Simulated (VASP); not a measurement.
Output of a VASP run:

File OSZICAR:
```
       N       E                     dE             d eps       ncg     rms          rms(c)
DAV:   1     0.696930322620E+02    0.69693E+02   -0.87401E+03   910   0.153E+03
DAV:   2    -0.484522720897E+02   -0.11815E+03   -0.11457E+03   950   0.335E+02
DAV:   3    -0.571911054596E+02   -0.87388E+01   -0.86744E+01  1218   0.932E+01
DAV:   4    -0.574295221419E+02   -0.23842E+00   -0.23823E+00  1028   0.175E+01
DAV:   5    -0.574403464856E+02   -0.10824E-01   -0.10824E-01  1327   0.330E+00    0.397E+00
DAV:   6    -0.541920075835E+02    0.32483E+01   -0.19133E+00  1140   0.372E+01    0.238E+00
DAV:   7    -0.540870270155E+02    0.10498E+00   -0.56533E-01   910   0.121E+01    0.161E+00
DAV:   8    -0.540678768873E+02    0.19150E-01   -0.39704E-01   910   0.777E+00    0.172E+00
DAV:   9    -0.541150043022E+02   -0.47127E-01   -0.19820E-02  1113   0.115E+00    0.188E+00
DAV:  10    -0.541249403118E+02   -0.99360E-02   -0.10510E-02   988   0.765E-01    0.212E+00
DAV:  11    -0.541069924025E+02    0.17948E-01   -0.82972E-03   910   0.110E+00    0.207E+00
DAV:  12    -0.541479770468E+02   -0.40985E-01   -0.46231E-02   910   0.350E+00    0.176E+00
DAV:  13    -0.541464386306E+02    0.15384E-02   -0.56087E-03   918   0.114E+00    0.161E+00
DAV:  14    -0.541445072323E+02    0.19314E-02   -0.64369E-03   910   0.988E-01    0.128E+00
DAV:  15    -0.541490880182E+02   -0.45808E-02   -0.43004E-03   910   0.959E-01    0.119E+00
DAV:  16    -0.541486598232E+02    0.42819E-03   -0.82684E-05  1220   0.890E-02    0.121E+00
DAV:  17    -0.541478506554E+02    0.80917E-03   -0.40650E-05   963   0.647E-02    0.121E+00
DAV:  18    -0.541459130078E+02    0.19376E-02   -0.20693E-04   930   0.180E-01    0.118E+00
DAV:  19    -0.541472083427E+02   -0.12953E-02   -0.19224E-03   918   0.536E-01    0.117E+00
DAV:  20    -0.541558409061E+02   -0.86326E-02   -0.15059E-02   910   0.157E+00    0.109E+00
DAV:  21    -0.541579965251E+02   -0.21556E-02   -0.20801E-03  1160   0.497E-01    0.108E+00
DAV:  22    -0.541586000476E+02   -0.60352E-03   -0.31292E-04   982   0.267E-01    0.110E+00
DAV:  23    -0.541592390350E+02   -0.63899E-03   -0.15416E-03   940   0.440E-01    0.760E-01
DAV:  24    -0.541582460495E+02    0.99299E-03   -0.11510E-03   910   0.563E-01    0.564E-01
DAV:  25    -0.541580433675E+02    0.20268E-03   -0.11224E-04  1045   0.171E-01    0.424E-01
DAV:  26    -0.541578085148E+02    0.23485E-03   -0.67848E-05   910   0.137E-01    0.313E-01
DAV:  27    -0.541573588868E+02    0.44963E-03   -0.39425E-04   920   0.237E-01    0.109E-01
DAV:  28    -0.541570863760E+02    0.27251E-03   -0.25010E-04   946   0.206E-01    0.326E-02
DAV:  29    -0.541570886699E+02   -0.22939E-05   -0.68592E-05   930   0.109E-01    0.212E-02
DAV:  30    -0.541571103929E+02   -0.21723E-04   -0.40282E-05   945   0.791E-02    0.127E-02
DAV:  31    -0.541571140324E+02   -0.36396E-05   -0.18777E-05   930   0.525E-02    0.515E-03
DAV:  32    -0.541571154836E+02   -0.14512E-05   -0.51960E-06   960   0.300E-02    0.246E-03
DAV:  33    -0.541571115163E+02    0.39673E-05   -0.73939E-07   735   0.959E-03    0.160E-03
DAV:  34    -0.541571093457E+02    0.21706E-05   -0.13830E-07   485   0.562E-03    0.973E-04
DAV:  35    -0.541571082649E+02    0.10808E-05   -0.16966E-07   485   0.567E-03    0.691E-04
DAV:  36    -0.541571067335E+02    0.15315E-05   -0.18018E-08   475   0.212E-03    0.666E-04
DAV:  37    -0.541571073230E+02   -0.58956E-06   -0.19246E-08   485   0.168E-03
   1 F= -.54157107E+02 E0= -.54157169E+02  d E =-.541571E+02
```

OUTCAR:
```
------------------------ aborting loop because EDIFF is reached ----------------------------------------
  FORCE on cell =-STRESS in cart. coord.  units (eV):
  Direction    XX          YY          ZZ          XY          YZ          ZX
  --------------------------------------------------------------------------------------
  Total       -0.0106354     -0.0106354     -0.0106354      0.0000000     -0.0000000     -0.0000000
  in kB       -0.3015862     -0.3015862     -0.3015862      0.0000000     -0.0000000     -0.0000000
  external PRESSURE =      -0.3015862 kB  Pullay stress =       0.0000000 kB
  volume of cell :       56.50
      direct lattice vectors                 reciprocal lattice vectors
     0.000000000  3.045608437  3.045608437    -0.164170809  0.164170809  0.164170809
     3.045608437  0.000000000  3.045608437     0.164170809 -0.164170809  0.164170809
     3.045608437  3.045608437  0.000000000     0.164170809  0.164170809 -0.164170809
  FREE ENERGIE OF THE ION-ELECTRON SYSTEM (eV)
  ---------------------------------------------------
  free  energy   TOTEN  =       -54.1571073230 eV

  energy  without entropy=      -54.1572931071  energy(sigma->0) =      -54.15716925

 reached required accuracy - stopping structural energy minimisation
```
(Selected blocks of OUTCAR.)

File POSCAR:
```
InAs
1
    0.0000000000     3.0456084372     3.0456084372
    3.0456084372    -0.0000000000     3.0456084372
    3.0456084372     3.0456084372     0.0000000000
In As
1 1
Direct
  0.0000000000   0.0000000000   0.0000000000
  0.2500000000   0.2500000000   0.2500000000
```

Problem. Reconstruct the remaining input files.

Solution. This is not unique; one that fits is the input of the run itself, SCAN meta-GGA, plane waves, VASP's PBE PAW potentials (set 64).

INCAR:
```
ALGO = Normal
EDIFF = 1E-6
EDIFFG = -0.01
ENCUT = 520
IBRION = 2
ISIF = 3
ISMEAR = 1
LASPH = T
LCHARG = F
LMAXMIX = 4
LMIXTAU = T
LREAL = F
LWAVE = F
METAGGA = SCAN
NELM = 100
NSW = 60
PREC = Accurate
SIGMA = 0.1
SYSTEM = InAs
```

### KPOINTS
```
Automatic mesh
0
Gamma
9 9 9
0 0 0
```

POTCAR, in this order: In_d As (PBE.64 set). Program: vasp_std.

The compound is InAs in the zinc blende structure. It was relaxed first. The start is the result of an earlier pass.
